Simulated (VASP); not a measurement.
An input for Ansatz (written as the equivalent of a VASP run, and not itself run):

Ansatz 0.2 input:
```yaml
crystal:
  lattice:
    - [0.0000000, 2.7795000, 2.7795000]
    - [2.7795000, 0.0000000, 2.7795000]
    - [2.7795000, 2.7795000, 0.0000000]
  atoms:
    - { symbol: Ga, position: [0.0000000, 0.0000000, 0.0000000] }
    - { symbol: P, position: [0.2500000, 0.2500000, 0.2500000] }
kpoints:
  mp_grid: { grid: [7, 7, 7] }
hamiltonian:
  xc: pbe
  pseudopotentials: { kind: paw }
scf:
  occupations: { method: gaussian, width: 0.05 }
  max_iter: 100
output: { forces: true, stress: true, eigenvalues: true }
```

Q: Translate this input to VASP (INCAR, KPOINTS, POSCAR, choice of POTCAR).

A: This is not unique; one that fits is 
KPOINTS:
```
Automatic mesh
0
Gamma
7 7 7
0 0 0
```

### INCAR
```
# general
SYSTEM =GaP
PREC   =Accurate
ENCUT  =400
LREAL  =.FALSE.
LASPH  =.TRUE.
NBANDS =11

# electronic loop
EDIFF  =1E-6
NELM   =100
ALGO   =Normal
LMAXMIX=4

# smearing
ISMEAR =0
SIGMA  =0.05

# functional
GGA    =PE

# ions
ISIF   =2

# output
LWAVE  =.FALSE.
LCHARG =.FALSE.
```

**POSCAR**
```
GaP
1.0
  0.0000000000   2.7795000000   2.7795000000
  2.7795000000   0.0000000000   2.7795000000
  2.7795000000   2.7795000000   0.0000000000
Ga P
1 1
Cartesian
  0.0000000000   0.0000000000   0.0000000000
  1.3897500000   1.3897500000   1.3897500000
```

POTCAR, in this order: Ga_d P (PBE.64 set). Program: vasp_std.

Limits of the translation: each code has its own PAW files, so the cut-off isn't converted (ENCUT is set for VASP's; basis.ecutwfc is left out, and Ansatz then takes the one that its files recommend); Ansatz stops its SCF on the density residual and VASP on the energy change (EDIFF); the number of bands isn't carried over, since the valence differs with the files.

The compound is GaP in the zinc blende structure. The cell was not relaxed at this level. The run is one of a series of settings (NBANDS = 11 against the base run), some of them coarse on purpose.
